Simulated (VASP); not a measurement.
All values below come from r2SCAN meta-GGA, VASP's PBE PAW potentials (set 64) (plane waves; VASP).

VASP input:

**INCAR**
```
LREAL = .False.   ! projection in real space or not
NELM = 100   ! most electronic steps
SYSTEM = Ti
PREC = Accurate
EDIFFG = -0.01
METAGGA = R2SCAN
ISIF = 4   ! ions and shape, fixed volume
LCHARG = .False.
SIGMA = 0.1
EDIFF = 1E-7   ! SCF stop (eV)
ALGO = Normal
ENCUT = 520
LMAXMIX = 4   ! l cut-off of mixed one-centre charges
ISMEAR = 1
LWAVE = .False.
LASPH = .True.   ! aspherical one-centre terms
NSW = 30   ! most ionic steps
IBRION = 2   ! conjugate gradients
LMIXTAU = .True.
```

KPOINTS:
```
Automatic mesh
0
Gamma
14 14 8
0 0 0
```

**POSCAR**
```
Ti
1.0
  1.4553728092  -2.5207797072   0.0000000000
  1.4553728092   2.5207797072   0.0000000000
  0.0000000000   0.0000000000   4.5926213745
Ti
2
Direct
  0.3333330000   0.6666670000   0.2500000000
  0.6666670000   0.3333330000   0.7500000000
```

POTCAR, in this order: Ti_sv (PBE.64 set). Program: vasp_std.

Question: Estimate the energy per atom (σ→0), pressure, band gap (on the k-mesh).

Answer: 
```json
{
  "energy per atom (σ→0)": "-12.946 eV/atom",
  "band gap (on the k-mesh)": "none (metal, semimetal or under 0.01 eV)",
  "pressure": "3.59 GPa"
}
```

OSZICAR:
```
...
DAV:  15    -0.258914129152E+02   -0.62969E-03   -0.38597E-04  3928   0.226E-01    0.296E-02
DAV:  16    -0.258913002871E+02    0.11263E-03   -0.11932E-04  5640   0.112E-01    0.974E-03
DAV:  17    -0.258913119509E+02   -0.11664E-04   -0.18266E-05  4088   0.505E-02    0.211E-03
DAV:  18    -0.258913076939E+02    0.42570E-05   -0.39849E-06  4240   0.243E-02    0.891E-04
DAV:  19    -0.258913132624E+02   -0.55685E-05   -0.33889E-07  3728   0.742E-03    0.538E-04
DAV:  20    -0.258913112098E+02    0.20526E-05   -0.10752E-07  2536   0.440E-03    0.323E-04
DAV:  21    -0.258913111878E+02    0.21996E-07   -0.28573E-08  2184   0.231E-03
   1 F= -.25891311E+02 E0= -.25891775E+02  d E =-.258913E+02
```

The compound is Ti in the hcp structure. This cell is one point of a volume scan, at 0.97 of the reference volume.
